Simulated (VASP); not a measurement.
Data:

```yaml
crystal:
  lattice:
    - [4.07915, 0.00000, 0.00000]
    - [0.00000, 4.07915, 0.00000]
    - [0.00000, 0.00000, 9.06297]
  atoms:
    - { symbol: Dy, position: [0.00000, 0.50000, 0.00000] }
    - { symbol: Dy, position: [0.50000, 0.00000, 0.50000] }
    - { symbol: Bi, position: [0.00000, 0.00000, 0.25000] }
    - { symbol: Bi, position: [0.00000, 0.00000, 0.75000] }
```

Calculation: PBEsol GGA, VASP's PBE PAW potentials (set 64) (plane waves; VASP 6.6.1). Numerical set-up: 480 eV cut-off, 6×6×4 Γ-centred mesh, Gaussian smearing of 0.050 eV, potentials Dy_3 Bi_d.

The 4f electrons are frozen in the core of the lanthanide potential, so 4f levels, which can set the real gap, and their magnetism are missing.

Each relaxation starts from this cell; other phases were not tried.

Question: The cell is relaxed at 2 GPa. What happens?

Answer: The volume per atom goes from 37.70 to 35.97 Å³ (-4.6 %), and the cell becomes a = b = 4.001 Å, c = 8.987 Å, α = β = γ = 90.00°, space group P4_2/mmc.

Failed runs are left out, and for metals the shear rows, which the mesh's noise covers.

The structure was generated: DyBi was put into the PtS type (P4_2/mmc), which need not be its known phase.
